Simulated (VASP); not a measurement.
Level of theory: r2SCAN meta-GGA, VASP's PBE PAW potentials (set 64) (plane waves; VASP 6.6.1).

Input for VASP

### KPOINTS
```
kpoints
0
gamma
 6 6 6
0 0 0
```

**POSCAR**
```
KZnF3
1
    4.0500000000     0.0000000000     0.0000000000
    0.0000000000     4.0500000000     0.0000000000
    0.0000000000     0.0000000000     4.0500000000
K Zn F
1 1 3
Direct
  0.0000000000   0.0000000000   0.0000000000
  0.5000000000   0.5000000000   0.5000000000
  0.5000000000   0.0000000000   0.5000000000
  0.0000000000   0.5000000000   0.5000000000
  0.5000000000   0.5000000000   0.0000000000
```

**INCAR**
```
! general
SYSTEM   =  KZnF3
PREC     =  Accurate
ENCUT    =  520   ! plane-wave cut-off (eV)
LREAL    =  .FALSE.   ! projection in real space or not
LASPH    =  .TRUE.   ! aspherical one-centre terms

! electronic loop
EDIFF    =  1E-7   ! SCF stop (eV)
NELM     =  100   ! most electronic steps
ALGO     =  Normal   ! blocked Davidson
LMAXMIX  =  4
LMIXTAU  =  .TRUE.

! smearing
ISMEAR   =  0
SIGMA    =  0.05   ! width (eV)

! functional
METAGGA  =  R2SCAN

! ions
ISIF     =  2   ! forces and stress, cell fixed

! output
LWAVE    =  .FALSE.
LCHARG   =  .FALSE.
```

POTCAR, in this order: K_sv Zn F (PBE.64 set). Program: vasp_std.

Output of the run:

OUTCAR:
```
 ion  position               nearest neighbor table
   1  0.000  0.000  0.000-
   2  0.500  0.500  0.500-   3 2.02   4 2.02   5 2.02   5 2.02   3 2.02   4 2.02
   3  0.500  0.000  0.500-   2 2.02   2 2.02
   4  0.000  0.500  0.500-   2 2.02   2 2.02
   5  0.500  0.500  0.000-   2 2.02   2 2.02
  LATTYP: Found a simple cubic cell.
 ALAT       =     4.0500000000
 Subroutine PRICEL returns:
 Original cell was already a primitive cell.
 Subroutine GETGRP returns: Found 48 space group operations
The static configuration has the point symmetry O_h .
The dynamic configuration has the point symmetry O_h .
 Subroutine INISYM returns: Found 48 space group operations
 Subroutine IBZKPT returns following result:
 Found     20 irreducible k-points:

 Following reciprocal coordinates:
            Coordinates               Weight
  0.000000  0.000000  0.000000      1.000000
  0.166667  0.000000  0.000000      6.000000
  0.333333  0.000000  0.000000      6.000000
  0.500000  0.000000  0.000000      3.000000
  0.166667  0.166667  0.000000     12.000000
  0.333333  0.166667  0.000000     24.000000
  0.500000  0.166667  0.000000     12.000000
  0.333333  0.333333  0.000000     12.000000
  0.500000  0.333333  0.000000     12.000000
  0.500000  0.500000  0.000000      3.000000
  0.166667  0.166667  0.166667      8.000000
  0.333333  0.166667  0.166667     24.000000
  0.500000  0.166667  0.166667     12.000000
  0.333333  0.333333  0.166667     24.000000
  0.500000  0.333333  0.166667     24.000000
  0.500000  0.500000  0.166667      6.000000
  0.333333  0.333333  0.333333      8.000000
  0.500000  0.333333  0.333333     12.000000
  0.500000  0.500000  0.333333      6.000000
  0.500000  0.500000  0.500000      1.000000
   k-points           NKPTS =     20   k-points in BZ     NKDIM =     20   number of bands    NBANDS=     25
   number of dos      NEDOS =    301   number of ions     NIONS =      5
   total plane-waves  NPLWV =  27000
   dimension x,y,z NGX =    30 NGY =   30 NGZ =   30
   dimension x,y,z NGXF=    60 NGYF=   60 NGZF=   60
   ions per type =               1   1   3
   PREC   = accura    normal or accurate (medium, high low for compatibility)
   ISTART =      0    job   : 0-new  1-cont  2-samecut
   ICHARG =      2    charge: 1-file 2-atom 10-const
   ISPIN  =      1    spin polarized calculation?
   LNONCOLLINEAR =      F non collinear calculations
   LSORBIT =      F    spin-orbit coupling
   INIWAV =      1    electr: 0-lowe 1-rand  2-diag
   ENCUT  =  520.0 eV  38.22 Ry    6.18 a.u.   7.53  7.53  7.53*2*pi/ulx,y,z
   NELM   =    100;   NELMIN=  2; NELMDL= -5     # of ELM steps
   EDIFF  = 0.1E-06   stopping-criterion for ELM
   LREAL  =      F    real-space projection
   NLSPLINE    = F    spline interpolate recip. space projectors
   LMAXMIX     =    4 max onsite mixed and CHGCAR
   VOSKOWN=      0    Vosko Wilk Nusair interpolation
   EDIFFG = 0.1E-05   stopping-criterion for IOM
   NSW    =      0    number of steps for IOM
   NBLOCK =      1;   KBLOCK =      1    inner block; outer block
   IBRION =     -1    ionic relax: 0-MD 1-quasi-New 2-CG
   NFREE  =      0    steps in history (QN), initial steepest desc. (CG)
   ISIF   =      2    stress and relaxation
   ISYM   =      2    0-nonsym 1-usesym 2-fastsym
   TEIN   =    0.0    initial temperature
   TEBEG  =    0.0;   TEEND  =   0.0 temperature during run
   SMASS  =  -3.00    Nose mass-parameter (am)
   PSTRESS=    0.0 pullay stress
   NELECT =      42.0000    total number of electrons
   EFERMI =   0.00;   METHOD = LEGACY
   ISMEAR =     0;   SIGMA  =   0.05  broadening in eV -4-tet -1-fermi 0-gaus
   IALGO  =     38    algorithm
   LDIAG  =      T    sub-space diagonalisation (order eigenvalues)
...
```

### OSZICAR
```
       N       E                     dE             d eps       ncg     rms          rms(c)
DAV:   1     0.433865455222E+03    0.43387E+03   -0.23208E+04  1000   0.206E+03
DAV:   2    -0.147861254854E+02   -0.44865E+03   -0.43618E+03  1200   0.507E+02
DAV:   3    -0.501203640355E+02   -0.35334E+02   -0.35190E+02  1210   0.156E+02
DAV:   4    -0.509574501177E+02   -0.83709E+00   -0.83619E+00  1663   0.218E+01
DAV:   5    -0.509650611623E+02   -0.76110E-02   -0.76053E-02  1352   0.166E+00    0.113E+01
DAV:   6    -0.404401298147E+02    0.10525E+02   -0.47658E+00  1555   0.406E+01    0.782E+00
DAV:   7    -0.380883417108E+02    0.23518E+01   -0.31842E+00  1635   0.198E+01    0.368E+00
DAV:   8    -0.430549560998E+02   -0.49666E+01   -0.16123E+00  1435   0.251E+01    0.145E+00
DAV:   9    -0.374109214432E+02    0.56440E+01   -0.11266E+00  1477   0.186E+01    0.125E+00
DAV:  10    -0.383477573331E+02   -0.93684E+00   -0.58620E-01  1021   0.659E+00    0.420E-01
DAV:  11    -0.383127334088E+02    0.35024E-01   -0.22344E-02  1138   0.223E+00    0.173E-01
DAV:  12    -0.383507970424E+02   -0.38064E-01   -0.11387E-02  1115   0.162E+00    0.811E-02
DAV:  13    -0.383557209156E+02   -0.49239E-02   -0.30509E-03  1435   0.846E-01    0.290E-02
DAV:  14    -0.383557923482E+02   -0.71433E-04   -0.62886E-04  1192   0.270E-01    0.334E-02
DAV:  15    -0.383548755770E+02    0.91677E-03   -0.18516E-04  1441   0.539E-01    0.164E-02
DAV:  16    -0.383561961825E+02   -0.13206E-02   -0.49511E-04  1056   0.299E-01    0.177E-02
DAV:  17    -0.383562106042E+02   -0.14422E-04   -0.31813E-05  1223   0.842E-02    0.136E-02
DAV:  18    -0.383562154073E+02   -0.48031E-05   -0.38598E-06  1557   0.423E-02    0.912E-03
DAV:  19    -0.383562214659E+02   -0.60585E-05   -0.87215E-06  1067   0.494E-02    0.463E-03
DAV:  20    -0.383562258614E+02   -0.43956E-05   -0.15778E-06  1331   0.354E-02    0.170E-03
DAV:  21    -0.383562258849E+02   -0.23475E-07   -0.10139E-06  1062   0.105E-02    0.134E-03
DAV:  22    -0.383562260631E+02   -0.17824E-06   -0.56325E-08   816   0.539E-03    0.701E-04
DAV:  23    -0.383562263123E+02   -0.24914E-06   -0.46478E-08   703   0.246E-03    0.871E-04
DAV:  24    -0.383562267896E+02   -0.47737E-06   -0.27035E-08   532   0.533E-03    0.253E-04
DAV:  25    -0.383562268667E+02   -0.77017E-07   -0.60711E-09   527   0.846E-04
   1 F= -.38356227E+02 E0= -.38356227E+02  d E =-.233980E-12
```

File OUTCAR:
```
------------------------ aborting loop because EDIFF is reached ----------------------------------------
  FORCE on cell =-STRESS in cart. coord.  units (eV):
  Direction    XX          YY          ZZ          XY          YZ          ZX
  --------------------------------------------------------------------------------------
  Total        0.0092158      0.0092158      0.0092158      0.0000000     -0.0000000      0.0000000
  in kB        0.2222688      0.2222688      0.2222688      0.0000000     -0.0000000      0.0000000
  external PRESSURE =       0.2222688 kB  Pullay stress =       0.0000000 kB
  volume of cell :       66.43
      direct lattice vectors                 reciprocal lattice vectors
     4.050000000  0.000000000  0.000000000     0.246913580  0.000000000  0.000000000
     0.000000000  4.050000000  0.000000000     0.000000000  0.246913580  0.000000000
     0.000000000  0.000000000  4.050000000     0.000000000  0.000000000  0.246913580
 POSITION                                       TOTAL-FORCE (eV/Angst)
 -----------------------------------------------------------------------------------
      0.00000      0.00000      0.00000         0.000000      0.000000      0.000000
      2.02500      2.02500      2.02500         0.000000      0.000000      0.000000
      2.02500      0.00000      2.02500         0.000000      0.000000      0.000000
      0.00000      2.02500      2.02500         0.000000      0.000000      0.000000
      2.02500      2.02500      0.00000         0.000000      0.000000      0.000000
 -----------------------------------------------------------------------------------
    total drift:                                0.000000      0.000000     -0.000000
  FREE ENERGIE OF THE ION-ELECTRON SYSTEM (eV)
  ---------------------------------------------------
  free  energy   TOTEN  =       -38.3562268667 eV

  energy  without entropy=      -38.3562268667  energy(sigma->0) =      -38.35622687
```
(Selected blocks of OUTCAR.)

File OUTCAR:
```
 val. band max:       -1.2378539144   @ k =   0.5000   0.5000   0.5000

 cond. band min:       3.3406712939   @ k =   0.0000   0.0000   0.0000


 Fermi energy:        -0.9994873323

 k-point     1 :       0.0000    0.0000    0.0000
  band No.  band energies     occupation
      1     -29.4185      2.00000
      2     -24.0836      2.00000
      3     -23.4864      2.00000
      4     -23.4864      2.00000
      5     -12.1395      2.00000
      6     -12.1395      2.00000
      7     -12.1395      2.00000
      8      -5.4803      2.00000
      9      -5.4803      2.00000
     10      -5.4803      2.00000
     11      -4.5756      2.00000
     12      -4.5756      2.00000
     13      -4.5756      2.00000
     14      -4.2692      2.00000
     15      -4.2692      2.00000
     16      -3.4512      2.00000
     17      -3.4512      2.00000
     18      -3.4512      2.00000
     19      -3.2208      2.00000
     20      -3.2208      2.00000
     21      -3.2208      2.00000
     22       3.3407      0.00000
     23       8.0562      0.00000
     24       8.0562      0.00000
     25       9.0301      0.00000

 k-point     2 :       0.1667    0.0000    0.0000
  band No.  band energies     occupation
      1     -29.4129      2.00000
      2     -24.0525      2.00000
      3     -23.5154      2.00000
      4     -23.4853      2.00000
      5     -12.1393      2.00000
      6     -12.1285      2.00000
      7     -12.1285      2.00000
      8      -5.9485      2.00000
      9      -5.4617      2.00000
     10      -5.4617      2.00000
     11      -4.6954      2.00000
     12      -4.6954      2.00000
     13      -4.5746      2.00000
     14      -4.2690      2.00000
     15      -4.0943      2.00000
     16      -3.5040      2.00000
     17      -3.4045      2.00000
     18      -3.4045      2.00000
     19      -3.1933      2.00000
     20      -3.1933      2.00000
     21      -3.1442      2.00000
     22       3.8674      0.00000
     23       8.2844      0.00000
...
```

The compound is KZnF3 in the cubic perovskite structure. The cell was not relaxed at this level.
